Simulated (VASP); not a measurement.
# Li: Li into a neighbouring Li vacancy

How hard is this move in Li: Li into a neighbouring Li vacancy? Both ends are relaxed first, then a band of images between them.

Program: VASP 6.6.1. Level of theory: PBEsol; plane waves and PAW (Li). Results are calculated unless marked as measured.

This is a report of a sequence of runs, with most program output left out.

### Step 1. The host crystal

Symmetry: Im-3m, No. 229, cubic system. The conventional cell has a = 3.490 Å, b = 3.490 Å, c = 3.490 Å, α = 90.00°, β = 90.00°, γ = 90.00°. Li has 8 Li at 3.02 Å nearest.

### Step 2. Relax the host

The later steps need the crystal at this functional's own lattice; a raised cutoff keeps the stress reliable while the cell changes.

INCAR reads:

```
SYSTEM = Li
PREC = Accurate
ENCUT = 350
EDIFF = 1E-06
NELM = 120
ISMEAR = 1
SIGMA = 0.15
LREAL = .FALSE.
ALGO = Normal
GGA = PS
NBANDS = 6
LORBIT = 11
LWAVE = .FALSE.
LCHARG = .FALSE.
KPAR = 6
IBRION = 2
NSW = 40
ISIF = 3
EDIFFG = -0.02
POTIM = 0.4
```

POSCAR reads:

```
Li
1.0
   -1.7450000000      1.7450000000      1.7450000000
    1.7450000000     -1.7450000000      1.7450000000
    1.7450000000      1.7450000000     -1.7450000000
Li
1
Direct
    0.0000000000      0.0000000000      0.0000000000
```

KPOINTS reads:

```
Automatic mesh
0
Gamma
13 13 13
0 0 0
```

PAW data sets: Li (PBE family, release 64).

The run is started by

```console
$ mpirun -np 6 vasp_std
```

Elapsed: 3 s, on 6 MPI ranks of AMD EPYC 7R43, shared host; peak memory 0.51 GiB; 13 s of CPU time.

This run has no spin polarisation. Its electron count is odd, so without a moment it is a metal by construction. The PAW data sets were made with PBE, which is usual practice but a small mismatch for other functionals. The run keeps the 48 symmetry operations of its start, so it cannot find a distortion of lower symmetry.

Step by step:

```tsv
step	energy less that of the first step (eV)	largest force (eV/Å)	pressure (GPa)	volume (Å³)
1	0.0000	0.0000	-0.54	21.25
2	-0.0005	0.0000	-0.44	21.08
3	-0.0015	0.0000	-0.12	20.55
```

```tsv
conventional cell, symmetrised	before	after	change
a (Å)	3.490	3.451	-1.1 %
b (Å)	3.490	3.451	-1.1 %
c (Å)	3.490	3.451	-1.1 %
volume (Å³/atom)	21.25	20.55	-3.3 %
```

Final coordinates:

```cif
data_structure
_symmetry_space_group_name_H-M 'P 1'
_symmetry_Int_Tables_number 1
_cell_length_a 2.9889
_cell_length_b 2.9889
_cell_length_c 2.9889
_cell_angle_alpha 109.471
_cell_angle_beta 109.471
_cell_angle_gamma 109.471
_cell_volume 20.55
loop_
_atom_site_label
_atom_site_type_symbol
_atom_site_fract_x
_atom_site_fract_y
_atom_site_fract_z
_atom_site_occupancy
Li1 Li 0.00000 0.00000 0.00000 1
```

This step gave:

| Quantity | Value |
| --- | --- |
| electronic cycles | 15 |
| electrons | 1 |
| free energy (TOTEN) | -1.959 eV |
| energy at zero smearing | -1.959 eV |
| Fermi energy | 0.4342 eV |
| metallic | yes |

The run ended after 3 ionic steps, 0.001 eV below its first step, once forces and stress met EDIFFG = -0.02.

### Step 3. Relax the start

System of this step: Li. The cell holds 53 atoms: 53 Li. Its edges and angles: a = 10.354 Å, b = 10.354 Å, c = 10.354 Å, α = 90.0°, β = 90.0°, γ = 90.0°. It derives from Li. Nearest the centre at fractional (0.083, 0.083, 0.083): Li5 at 1.48 Å, Li11 at 2.81 Å, Li1 at 2.86 Å, Li4 at 2.87 Å, Li3 at 2.87 Å, Li28 at 2.89 Å, Li33 at 2.89 Å, Li37 at 3.74 Å.

A path needs two true minima; the start is relaxed with symmetry off.

INCAR reads:

```
SYSTEM = Li
PREC = Normal
ENCUT = 280
EDIFF = 1E-05
NELM = 120
ISMEAR = 1
SIGMA = 0.15
LREAL = Auto
ALGO = Fast
GGA = PS
LORBIT = 11
LWAVE = .FALSE.
LCHARG = .FALSE.
KPAR = 6
IBRION = 2
NSW = 60
ISIF = 2
EDIFFG = -0.05
POTIM = 0.4
MAXMIX = 40
ISYM = 0
```

POSCAR reads:

```
Li
1.0
   10.3537268592      0.0000000000      0.0000000000
    0.0000000000     10.3537268592      0.0000000000
    0.0000000000      0.0000000000     10.3537268592
Li
53
Direct
    0.3340008885      0.0015870964      0.0006382959
    0.6641493949      0.0017488502      0.0008622491
   -0.0010372173      0.3344558626      0.0007042341
    0.0005681674      0.0000549024      0.3343894032
    0.1652440793      0.1663519782      0.1657353705
    0.3344901075      0.3334100634     -0.0005649304
    0.3318229429     -0.0004968109      0.3333490613
    0.4994676257      0.1691663730      0.1686113275
    0.6614295912      0.3296843801     -0.0003376023
    0.6658511335      0.0004126881      0.3337531279
    0.8374243023      0.1645186078      0.1659372578
    0.0039459639      0.6679158845      0.0012808207
   -0.0009928915      0.3301497933      0.3336568202
    0.1668772461      0.4976291589      0.1653468972
    0.3331941686      0.6648417168     -0.0001898253
    0.0001844419      0.0000687409      0.6656886775
    0.1678135930      0.1683881086      0.5006197736
    0.3317527812      0.3347466452      0.3323647159
    0.5016982496      0.4979296587      0.1684331170
    0.6666279107      0.6642544939     -0.0006063507
    0.3334378411      0.0005269433      0.6647694018
    0.4978609189      0.1670521985      0.4990983930
    0.6671215862      0.3348004756      0.3301484176
    0.8338247276      0.5023656158      0.1660919425
    0.6651004392      0.0014530880      0.6671562421
    0.8350638852      0.1659998233      0.4971376137
   -0.0002125047      0.6658054731      0.3348310043
    0.1670407018      0.8301830682      0.1643580041
    0.0017071902      0.3346464161      0.6654299268
    0.1666646408      0.5008607018      0.5009048033
    0.3350259455      0.6671621127      0.3331501561
    0.4994999905      0.8353726817      0.1623187554
    0.1663988301      0.1667304121      0.8305800272
    0.3339762199      0.3320752723      0.6683326268
    0.4997573973      0.5012925843      0.5023544056
    0.6674063609      0.6649750610      0.3304081670
    0.8367202956      0.8331183533      0.1653365854
    0.5002786573      0.1662969229      0.8349793923
    0.6667322048      0.3333598930      0.6652863334
    0.8342403847      0.4980029090      0.5012862797
    0.8362770801      0.1637214740      0.8285693884
    0.0011916072      0.6715883685      0.6647332086
    0.1642507332      0.8344710279      0.4983760020
    0.1656891917      0.4993275514      0.8343609866
    0.3325504222      0.6672034451      0.6663256624
    0.4983683728      0.8327155340      0.4981641400
    0.5000125848      0.4978290595      0.8312222203
    0.6694810384      0.6665639323      0.6665625457
    0.8343214537      0.8325203758      0.4995585447
    0.8341545810      0.5005455347      0.8310939528
    0.1682764109      0.8321928069      0.8312933356
    0.4982605779      0.8325789280      0.8364767430
    0.8310625840      0.8336425474      0.8292037587
```

KPOINTS reads:

```
Automatic mesh
0
Monkhorst-Pack
2 2 2
0 0 0
```

The run is started by

```console
$ mpirun -np 6 vasp_std
```

Run time: 87 s. Hardware: 6 MPI ranks; peak memory 1.8 GiB; 8.6 min of CPU time.

The steps of the relaxation:

```tsv
step	energy less that of the first step (eV)	largest force (eV/Å)
1	0.0000	0.1416
2	-0.0074	0.1346
3	-0.0270	0.1157
4	-0.0558	0.0838
5	-0.0714	0.0751
6	-0.0727	0.0702
7	-0.0843	0.0559
8	-0.1084	0.0420
```

The atoms that moved most (Å):

```tsv
atom	dx	dy	dz	length
Li53	0.089	0.075	0.114	0.163
Li51	-0.075	0.091	0.092	0.150
Li33	-0.069	-0.067	0.093	0.133
Li12	-0.042	-0.113	-0.033	0.125
Li41	0.039	-0.038	0.106	0.119
Li28	-0.060	0.092	-0.045	0.119
Li16	0.006	-0.007	-0.105	0.105
Li5	-0.058	-0.060	-0.062	0.104
```

Numbers from this step:

| Property | Result |
| --- | --- |
| electronic cycles | 49 |
| electrons | 53 |
| free energy (TOTEN) | -102.6261 eV |
| energy at zero smearing | -102.6310 eV |
| Fermi energy | 0.4939 eV |

The run ended after 8 ionic steps, 0.108 eV below its first step, once the forces on the free atoms met EDIFFG = -0.05.

### Step 4. Relax the end

The end state is relaxed in the same way, so that both ends share their errors.

INCAR is that of step 3.

POSCAR reads:

```
Li
1.0
   10.3537268592      0.0000000000      0.0000000000
    0.0000000000     10.3537268592      0.0000000000
    0.0000000000      0.0000000000     10.3537268592
Li
53
Direct
    0.3333303065      0.0017376669     -0.0004571558
    0.6654509597      0.0004472033      0.0013524632
    0.0012819685      0.3371435050      0.0004040429
   -0.0011443418     -0.0002433504      0.3331932899
    0.0002100449     -0.0000580039      0.0003360451
    0.3301057997      0.3349359040     -0.0011102075
    0.3310671760      0.0012319258      0.3358779745
    0.5009523685      0.1669779736      0.1648659232
    0.6722135917      0.3350337039     -0.0022007431
    0.6651606623      0.0001680153      0.3303301033
    0.8336590719      0.1657798912      0.1690354188
    0.0018585668      0.6614293537      0.0000805557
   -0.0031244160      0.3354767895      0.3336580586
    0.1677260059      0.4979425288      0.1701985934
    0.3372354516      0.6646098787      0.0007201564
   -0.0013005992     -0.0000455294      0.6642218717
    0.1702733786      0.1647945302      0.4994280633
    0.3343020336      0.3320824587      0.3328710603
    0.4989112329      0.4997421977      0.1644055627
    0.6658206176      0.6662670175     -0.0006446490
    0.3334428397     -0.0005661772      0.6681216238
    0.4993756916      0.1664027046      0.4987158608
    0.6656496129      0.3308907485      0.3343354554
    0.8311263637      0.4985592504      0.1673606094
    0.6674443062     -0.0007728903      0.6627661083
    0.8341456269      0.1671680581      0.4972717433
    0.0014880093      0.6653123721      0.3311579077
    0.1668515870      0.8329885870      0.1670580697
   -0.0031017779      0.3368339667      0.6655025282
    0.1636925506      0.5011953999      0.4993146349
    0.3339608532      0.6660106547      0.3332179345
    0.5004747524      0.8318910451      0.1679777687
    0.1657589740      0.1649867168      0.8334821346
    0.3341930069      0.3328908272      0.6650005617
    0.5011972222      0.4965996229      0.4980087090
    0.6667430119      0.6640375469      0.3333874090
    0.8332273558      0.8350694034      0.1648995922
    0.4987909542      0.1673102643      0.8285861275
    0.6726549303      0.3319837695      0.6652568651
    0.8349967488      0.4999230580      0.4965627283
    0.8345443511      0.1683189758      0.8324641849
   -0.0005439594      0.6676054293      0.6649112017
    0.1675134894      0.8337183126      0.4986962518
    0.1639775831      0.4995642036      0.8316423050
    0.3352677290      0.6669449923      0.6681773972
    0.5002600454      0.8338411719      0.4984875032
    0.5012904482      0.5034474509      0.8327351186
    0.6655216210      0.6663617780      0.6657369913
    0.8319783057      0.8336002780      0.4994380429
    0.8361127645      0.5000003895      0.8339590249
    0.1685056603      0.8327523718      0.8361086365
    0.4987778426      0.8317719096      0.8326258257
    0.8331117370      0.8306264467      0.8332655417
```

KPOINTS is that of step 3.

The run is started by

```console
$ mpirun -np 6 vasp_std
```

Wall time 1.7 min (6 MPI ranks); peak memory 1.8 GiB; 9.9 min of CPU time.

Relaxation path:

```tsv
step	energy less that of the first step (eV)	largest force (eV/Å)
1	0.0000	0.1329
2	-0.0087	0.1250
3	-0.0319	0.1083
4	-0.0651	0.0821
5	-0.0781	0.0942
6	-0.0819	0.0612
7	-0.0926	0.0526
8	-0.1166	0.0356
```

The atoms that moved most (Å):

```tsv
atom	dx	dy	dz	length
Li13	0.099	-0.084	-0.064	0.144
Li3	0.050	-0.098	0.062	0.126
Li7	-0.031	0.057	-0.100	0.119
Li4	0.081	0.056	-0.065	0.119
Li17	-0.048	0.026	0.103	0.117
Li14	-0.002	0.110	-0.026	0.113
Li33	-0.001	0.022	-0.110	0.112
Li18	-0.074	-0.059	-0.056	0.110
```

Numbers from this step:

| Item | Value |
| --- | --- |
| free energy (TOTEN) | -102.6221 eV |
| energy at zero smearing | -102.6271 eV |
| Fermi energy | 0.4933 eV |

The run ended after 8 ionic steps, 0.117 eV below its first step, once the forces on the free atoms met EDIFFG = -0.05.

[end of part 1 of 2]

[Lines on the potential files, build, host, timing and source positions are cut from VASP's logs without a mark.]

[Logs are printed without paths, hosts, clocks, repeated set-up lines and the standing remarks that a program may print on its own settings, such as how far it seeks lower states.]

[Hosts, paths, dates, database ids (printed as entryN), source tags and the programs' standing remarks are cut or masked in the printed files.]

[Runs that stopped without an error message from VASP are left out.]
